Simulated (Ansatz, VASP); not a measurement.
MnPt: VASP beside Ansatz

```
Mn Pt
1.0
    -2.72590   -2.72590    0.00000
    -2.72590    2.72590    0.00000
     0.00000    0.00000   -3.71200
Mn Pt
2 2
Direct
  0.00000 0.00000 0.00000
  0.50000 0.50000 0.00000
  0.00000 0.50000 0.50000
  0.50000 0.00000 0.50000
```

Alike in both runs: task single point; functional LDA; k mesh 8 × 8 × 8; occupations fermi-dirac, width 0.1 eV; collinear spin; Hubbard terms Mn d U = 4.6 eV.

|  | VASP | Ansatz |
| --- | --- | --- |
| version | VASP 6.6.1 | Ansatz 0.2.0 |
| potentials or method | VASP PAW LDA potentials, release 64 (Mn_pv, Pt) | PAW, plane waves, scalar-relativistic |
| plane-wave cutoff (eV) | 520 | 420 |
| valence electrons in the cell | 46 | 66 |

Ansatz gave:

```
pressure (GPa)                                                : 14.6
largest component of the traceless stress (GPa)               : 5.49
net moment per atom (μB)                                      : 0.00
size of the moment on the site where the two differ most (μB) : 4.18
```

Task: Estimate VASP's values.

Result: Pressure (GPa): 13.1; largest component of the traceless stress (GPa): 5.31; net moment per atom (μB): 0.00; size of the moment on the site where the two differ most (μB): 4.21.

Site moments also hang on the region over which each program counts them. The programs project onto different local orbitals, so the same U acts differently. The two sets of potentials don't hold the same shells in valence. Ansatz warned: «filled_band_counts_differ_across_k_points».

Caveats: the U is typed as a test and isn't derived for this compound. The state reached can hang on the start; a lower one may exist. The runs have no spin-orbit coupling, so splittings on Pt are missing.
